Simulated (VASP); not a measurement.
```
MgTe
1.0
    4.57084     0.00000     0.00000
   -2.28542     3.95847     0.00000
    0.00000     0.00000     7.39175
Mg Te
2 2
Direct
  0.33333   0.66667   0.99612
  0.66667   0.33333   0.49612
  0.33333   0.66667   0.37388
  0.66667   0.33333   0.87388
```

Method: PBEsol GGA, VASP's PBE PAW potentials (set 64) (plane waves; VASP). Run with 400 eV cut-off, 5×5×3 Γ-centred mesh, Gaussian smearing of 0.050 eV, potentials Mg Te.

Task: Estimate the energy per atom (σ→0).

Result: 
```yaml
energy per atom (σ→0): -3.446 eV/atom
```

The structure comes from a computed database's MgTe entry (P6_3mc); how it stands against other phases isn't given here. It was relaxed first. The start is the result of an earlier pass.
